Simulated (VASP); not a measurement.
Output of a VASP run:

**OSZICAR**
```
       N       E                     dE             d eps       ncg     rms          rms(c)
DAV:   1    -0.138000946814E+02   -0.13800E+02   -0.51024E-01   592   0.640E+00    0.234E+00
DAV:   2    -0.137995322840E+02    0.56240E-03   -0.50047E-03   576   0.580E-01    0.153E+00
DAV:   3    -0.137983022321E+02    0.12301E-02   -0.33861E-03   512   0.347E-01    0.898E-01
DAV:   4    -0.137981379003E+02    0.16433E-03   -0.55919E-04   560   0.151E-01    0.517E-01
DAV:   5    -0.137980513749E+02    0.86525E-04   -0.42495E-05   656   0.514E-02    0.292E-01
DAV:   6    -0.137980187697E+02    0.32605E-04   -0.25591E-05   544   0.308E-02    0.163E-01
DAV:   7    -0.137980098581E+02    0.89116E-05   -0.78217E-06   568   0.177E-02    0.899E-02
DAV:   8    -0.137980069339E+02    0.29242E-05   -0.12806E-06   288   0.923E-03    0.507E-02
DAV:   9    -0.137980060626E+02    0.87128E-06   -0.48851E-07   264   0.632E-03
   1 F= -.13798006E+02 E0= -.13798006E+02  d E =-.134501E-13
       N       E                     dE             ncg
```

**OUTCAR**
```
------------------------ aborting loop because EDIFF is reached ----------------------------------------
  FORCE on cell =-STRESS in cart. coord.  units (eV):
  Direction    XX          YY          ZZ          XY          YZ          ZX
  --------------------------------------------------------------------------------------
  Total       -1.0600776     -1.0600776     -1.0600776      0.0000000      0.0000000      0.0000000
  in kB      -60.8038577    -60.8038577    -60.8038577      0.0000000      0.0000000      0.0000000
  external PRESSURE =     -60.8038577 kB  Pullay stress =       0.0000000 kB
  volume of cell :       27.93
      direct lattice vectors                 reciprocal lattice vectors
     0.000000000  2.408217510  2.408217510    -0.207622442  0.207622442  0.207622442
     2.408217510  0.000000000  2.408217510     0.207622442 -0.207622442  0.207622442
     2.408217510  2.408217510  0.000000000     0.207622442  0.207622442 -0.207622442
  FREE ENERGIE OF THE ION-ELECTRON SYSTEM (eV)
  ---------------------------------------------------
  free  energy   TOTEN  =       -13.7980060626 eV

  energy  without entropy=      -13.7980060626  energy(sigma->0) =      -13.79800606

  exchange ACFDT corr.  =         0.00000000  see jH, gK, PRB 81, 115126
```
(Selected blocks of OUTCAR.)

POSCAR:
```
BAs
1
    0.0000000000     2.4082175096     2.4082175096
    2.4082175096     0.0000000000     2.4082175096
    2.4082175096     2.4082175096     0.0000000000
B As
1 1
Direct
  0.0000000000   0.0000000000   0.0000000000
  0.2500000000   0.2500000000   0.2500000000
```

**Question.** Reconstruct the remaining input files.

**Answer.** This is not unique; one that fits is the input of the run itself, HSEsol screened hybrid, plane waves, VASP's PBE PAW potentials (set 64).

**KPOINTS**
```
Automatic mesh
0
Gamma
8 8 8
0 0 0
```

File KPOINTS_OPT:
```
named points and PBE's band edges
10
Reciprocal
  0.000000   0.000000   0.000000 1 ! GAMMA
 -0.500000  -0.500000   0.000000 1 ! X
  0.000000   0.000000   0.500000 1 ! L
 -0.500000  -0.250000   0.250000 1 ! W
 -0.375000   0.000000   0.375000 1 ! K
 -0.375000  -0.375000   0.250000 1 ! U
 -0.035710  -0.035710   0.000000 1 ! near an edge
 -0.392860  -0.392860   0.000000 1 ! near an edge
 -0.357140  -0.357140   0.000000 1 ! near an edge
 -0.428570  -0.428570   0.000000 1 ! near an edge
```

### INCAR
```
SYSTEM = BAs
PREC = Accurate
ENCUT = 520
EDIFF = 1E-6
NELM = 60
ALGO = Normal
LREAL = .FALSE.
LASPH = .TRUE.
ISMEAR = 0
SIGMA = 0.05
GGA = PS
HFSCREEN = 0.2
AEXX = 0.25
LHFCALC = .TRUE.
PRECFOCK = Fast
ISYM = 3
LMAXMIX = 4
LWAVE = .FALSE.
LCHARG = .FALSE.
ISIF = 2
```

POTCAR, in this order: B As (PBE.64 set). Program: vasp_std. Read from the step before: WAVECAR.

The compound is BAs in the zinc blende structure. It was relaxed first.
